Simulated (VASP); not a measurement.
Write the native input for VASP 6.6.1 that does the following.

| Quantity | Value |
| --- | --- |
| Task | single point |
| Functional | PBE |
| Potentials or basis | VASP PAW PBE potentials, release 64 (Pt, C, O) |
| Cutoff | 520 eV |
| k mesh | 9 × 9 × 1 |
| Occupations | gaussian, width 0.1 eV |
| Spin | no spin polarisation |
| Dipole correction | yes |
| Further INCAR settings | LREAL = Auto; ALGO = Fast; EDIFF = 1e-06; NBANDS = 100 |

The structure of Pt16CO lies in POSCAR:

```
Pt16CO
1.0
    5.5493740188      0.0000000000      0.0000000000
    2.7746870094      4.8058988753      0.0000000000
    0.0000000000      0.0000000000     24.7965673689
Pt C O
16 1 1
Direct
    0.0000000000      0.0000000000      0.3629534631
    0.5000000000      0.0000000000      0.3629534631
    0.0000000000      0.5000000000      0.3629534631
    0.5000000000      0.5000000000      0.3629534631
    0.1666666667      0.1666666667      0.4543178210
    0.6666666667      0.1666666667      0.4543178210
    0.1666666667      0.6666666667      0.4543178210
    0.6666666667      0.6666666667      0.4543178210
   -0.1650213558      0.3300427117      0.5480714333
    0.3333333333      0.3333333333      0.5468988275
   -0.1650213558      0.8349786442      0.5480714333
    0.3300427117      0.8349786442      0.5480714333
    0.0000000000      0.0000000000      0.6493677941
    0.5000999646     -0.0001999292      0.6400974391
   -0.0001999292      0.5000999646      0.6400974391
    0.5000999646      0.5000999646      0.6400974391
    0.0000000000      0.0000000000      0.7235274510
    0.0000000000      0.0000000000      0.7699258929
```

The cell was built by a generator and needn't be a form met in nature.

One way to write it, as run:

INCAR

```
SYSTEM = Pt16CO
PREC = Accurate ; ENCUT = 520
EDIFF = 1E-6 ; ISMEAR = 0
SIGMA = 0.1 ; LREAL = Auto
LASPH = .TRUE. ; NELM = 80
ALGO = Fast ; ISIF = 2
LWAVE = .FALSE. ; LCHARG = .TRUE.
LDIPOL = .TRUE. ; IDIPOL = 3
DIPOL = 0.5 0.5 0.529 ; GGA = PE
LELF = .TRUE. ; LVHAR = .TRUE.
LVACPOTAV = .TRUE. ; NBANDS = 100
```

KPOINTS

```
regular mesh
0
G
  9 9 1
  0 0 0
```

Potentials or basis: VASP PAW PBE potentials, release 64 (Pt, C, O).

Run with:

```console
$ cat potpaw_PBE.64/Pt/POTCAR potpaw_PBE.64/C/POTCAR potpaw_PBE.64/O/POTCAR > POTCAR
$ mpirun -np 1 vasp_std > vasp.out
```

It gave:

The largest force is 0.822 eV/Å and the band gap on the k mesh is none (metal or under the smearing width). The work function of the upper face is 5.45 eV and the work function of the lower face is 5.68 eV.

Caveat: the standard files for N, O and F lose accuracy on very short bonds.

Run time: 26 min on 1 thread of Intel(R) Xeon(R) 6975P-C (Granite Rapids), with other jobs on the host, peak memory 0.97 GiB.
